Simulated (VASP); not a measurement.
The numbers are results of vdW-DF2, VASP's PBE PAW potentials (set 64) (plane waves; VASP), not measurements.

VASP ran on this input.

### POSCAR
```
HfB2
1
    1.5778143176    -2.7328547984     0.0000000000
    1.5778143176     2.7328547984     0.0000000000
    0.0000000000     0.0000000000     3.5804573184
Hf B
1 2
Direct
  0.0000000000   0.0000000000   0.0000000000
  0.3333330000   0.6666670000   0.5000000000
  0.6666670000   0.3333330000   0.5000000000
```

**INCAR**
```
AGGAC = 0.0
ALGO = Normal
EDIFF = 1E-7
EDIFFG = -0.01
ENCUT = 520
GGA = ML
IBRION = 2
ISIF = 4
ISMEAR = 1
LASPH = T
LCHARG = F
LMAXMIX = 6
LREAL = F
LUSE_VDW = T
LWAVE = F
NELM = 100
NSW = 30
PREC = Accurate
SIGMA = 0.1
SYSTEM = HfB2
ZAB_VDW = -1.8867
```

**KPOINTS**
```
Regular mesh
0
gamma
 11 11 9
0 0 0
```

POTCAR, in this order: Hf_pv B (PBE.64 set). Program: vasp_std.

Unless said otherwise, spin-orbit coupling is left out, though it shifts the bands of the heavy elements here.

Q: What does the run give for the energy per atom (σ→0), band gap (on the k-mesh)?

A: 
- energy per atom (σ→0): -6.706 eV/atom
- band gap (on the k-mesh): none (metal, semimetal or under 0.01 eV)

### OSZICAR
```
...
   1 F= -.20119210E+02 E0= -.20119078E+02  d E =-.201192E+02
       N       E                     dE             d eps       ncg     rms          rms(c)
DAV:   1    -0.201193572359E+02   -0.14756E-03   -0.79031E-03  2052   0.770E-01    0.950E-02
DAV:   2    -0.201193066529E+02    0.50583E-04   -0.10284E-04  2388   0.903E-02    0.417E-02
DAV:   3    -0.201192845152E+02    0.22138E-04   -0.22654E-05  2392   0.385E-02    0.132E-02
DAV:   4    -0.201192834336E+02    0.10816E-05   -0.29250E-06  2668   0.144E-02    0.784E-03
DAV:   5    -0.201192834551E+02   -0.21496E-07   -0.15687E-07  1832   0.324E-03
   2 F= -.20119283E+02 E0= -.20119161E+02  d E =-.737589E-04
```

The compound is HfB2 in the AlB2 type structure. This run relaxes it. Symmetry was kept, so distortions that lower it aren't found.
